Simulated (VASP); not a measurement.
These are revTPSS meta-GGA, VASP's PBE PAW potentials (set 64) (plane waves; VASP) values and carry that method's errors.

VASP input:

### POSCAR
```
GaN
1.0
  1.5994588551  -2.7703439631   0.0000000000
  1.5994588551   2.7703439631   0.0000000000
  0.0000000000   0.0000000000   5.2052851609
Ga N
2 2
Direct
  0.6666670000   0.3333330000   0.5000812930
  0.3333330000   0.6666670000   0.0000812930
  0.6666670000   0.3333330000   0.8769187070
  0.3333330000   0.6666670000   0.3769187070
```

**INCAR**
```
ALGO = Normal
EDIFF = 1E-7
EDIFFG = -0.01
ENCUT = 520
IBRION = 2
ISIF = 4
ISMEAR = 0
LASPH = .True.
LCHARG = .False.
LMAXMIX = 4
LMIXTAU = .True.
LREAL = .False.
LWAVE = .False.
METAGGA = RTPSS
NELM = 100
NSW = 30
PREC = Accurate
SIGMA = 0.05
SYSTEM = GaN
```

### KPOINTS
```
Automatic
0
gamma
 8 8 4
```

POTCAR, in this order: Ga_d N (PBE.64 set). Program: vasp_std.

The run wrote:

### OUTCAR
```
 ion  position               nearest neighbor table
   1  0.667  0.333  0.500-   4 1.95   4 1.95   4 1.96   3 1.96
   2  0.333  0.667  0.000-   3 1.95   3 1.95   3 1.96   4 1.96
   3  0.667  0.333  0.877-   2 1.95   2 1.95   2 1.96   1 1.96
   4  0.333  0.667  0.377-   1 1.95   1 1.95   1 1.96   2 1.96
  LATTYP: Found a hexagonal cell.
 ALAT       =     3.1989176768
 C/A-ratio  =     1.6272019748
 Subroutine PRICEL returns:
 Original cell was already a primitive cell.
 Subroutine GETGRP returns: Found 12 space group operations
The static configuration has the point symmetry C_3v.
 The point group associated with its full space group is C_6v.
The dynamic configuration has the point symmetry C_3v.
 Subroutine INISYM returns: Found 12 space group operations
 Subroutine IBZKPT returns following result:
 Found     30 irreducible k-points:

 Following reciprocal coordinates:
            Coordinates               Weight
  0.000000  0.000000  0.000000      1.000000
  0.125000  0.000000  0.000000      6.000000
  0.250000  0.000000  0.000000      6.000000
  0.375000  0.000000  0.000000      6.000000
  0.500000  0.000000  0.000000      3.000000
  0.125000  0.125000  0.000000      6.000000
  0.250000  0.125000  0.000000     12.000000
  0.375000  0.125000  0.000000     12.000000
  0.250000  0.250000  0.000000      6.000000
  0.375000  0.250000  0.000000      6.000000
  0.000000  0.000000  0.250000      2.000000
  0.125000  0.000000  0.250000     12.000000
  0.250000  0.000000  0.250000     12.000000
  0.375000  0.000000  0.250000     12.000000
  0.500000  0.000000  0.250000      6.000000
  0.125000  0.125000  0.250000     12.000000
  0.250000  0.125000  0.250000     24.000000
  0.375000  0.125000  0.250000     24.000000
  0.250000  0.250000  0.250000     12.000000
  0.375000  0.250000  0.250000     12.000000
...
```

**OSZICAR**
```
       N       E                     dE             d eps       ncg     rms          rms(c)
DAV:   1     0.284664466823E+03    0.28466E+03   -0.18616E+04  1336   0.310E+03
DAV:   2     0.208361161181E+02   -0.26383E+03   -0.25625E+03  1416   0.538E+02
DAV:   3    -0.130788058676E+02   -0.33915E+02   -0.33654E+02  1584   0.162E+02
DAV:   4    -0.142902677004E+02   -0.12115E+01   -0.12082E+01  1766   0.337E+01
DAV:   5    -0.143099046785E+02   -0.19637E-01   -0.19633E-01  1560   0.378E+00    0.944E+00
DAV:   6    -0.166971151120E+02   -0.23872E+01   -0.11620E+01  2222   0.521E+01    0.462E+00
DAV:   7    -0.154396166885E+02    0.12575E+01   -0.23348E+00  2046   0.224E+01    0.175E+00
DAV:   8    -0.154554159566E+02   -0.15799E-01   -0.13798E+00  1584   0.914E+00    0.128E+00
DAV:   9    -0.148228882348E+02    0.63253E+00   -0.72962E-01  1338   0.868E+00    0.325E-01
DAV:  10    -0.155303311419E+02   -0.70744E+00   -0.44496E-01  1336   0.672E+00    0.355E-01
DAV:  11    -0.155686636675E+02   -0.38333E-01   -0.82077E-02  1416   0.343E+00    0.105E-01
DAV:  12    -0.156162260499E+02   -0.47562E-01   -0.96354E-03  1436   0.109E+00    0.470E-02
DAV:  13    -0.156200896424E+02   -0.38636E-02   -0.32445E-03  1570   0.643E-01    0.210E-02
DAV:  14    -0.156199520032E+02    0.13764E-03   -0.50597E-04  1698   0.449E-01    0.267E-02
DAV:  15    -0.156201296236E+02   -0.17762E-03   -0.40886E-04  1826   0.201E-01    0.111E-02
DAV:  16    -0.156202071292E+02   -0.77506E-04   -0.40782E-05  1692   0.559E-02    0.127E-02
DAV:  17    -0.156202133963E+02   -0.62672E-05   -0.67315E-06  1470   0.215E-02    0.771E-03
DAV:  18    -0.156202142298E+02   -0.83350E-06   -0.33393E-06  1632   0.132E-02    0.287E-03
DAV:  19    -0.156202132853E+02    0.94455E-06   -0.12975E-07  1026   0.497E-03    0.155E-03
DAV:  20    -0.156202119911E+02    0.12941E-05   -0.31515E-07  1160   0.462E-03    0.300E-04
DAV:  21    -0.156202117913E+02    0.19988E-06   -0.31472E-08   786   0.213E-03    0.327E-04
DAV:  22    -0.156202117314E+02    0.59902E-07   -0.50709E-09   714   0.164E-03
   1 F= -.15620212E+02 E0= -.15620212E+02  d E =-.156202E+02
```

File OUTCAR:
```
------------------------ aborting loop because EDIFF is reached ----------------------------------------
  FORCE on cell =-STRESS in cart. coord.  units (eV):
  Direction    XX          YY          ZZ          XY          YZ          ZX
  --------------------------------------------------------------------------------------
  Total       -0.0054400     -0.0054400      0.0009415      0.0000000      0.0000000      0.0000000
  in kB       -0.1889421     -0.1889421      0.0327008      0.0000000      0.0000000      0.0000000
  external PRESSURE =      -0.1150611 kB  Pullay stress =       0.0000000 kB
  volume of cell :       46.13
      direct lattice vectors                 reciprocal lattice vectors
     1.599458855 -2.770343963  0.000000000     0.312605728 -0.180483004  0.000000000
     1.599458855  2.770343963  0.000000000     0.312605728  0.180483004  0.000000000
     0.000000000  0.000000000  5.205285161     0.000000000  0.000000000  0.192112434
  FREE ENERGIE OF THE ION-ELECTRON SYSTEM (eV)
  ---------------------------------------------------
  free  energy   TOTEN  =       -15.6202117314 eV

  energy  without entropy=      -15.6202117314  energy(sigma->0) =      -15.62021173

 reached required accuracy - stopping structural energy minimisation
```
(Selected blocks of OUTCAR.)

The compound is GaN in the wurtzite structure. It was relaxed first.
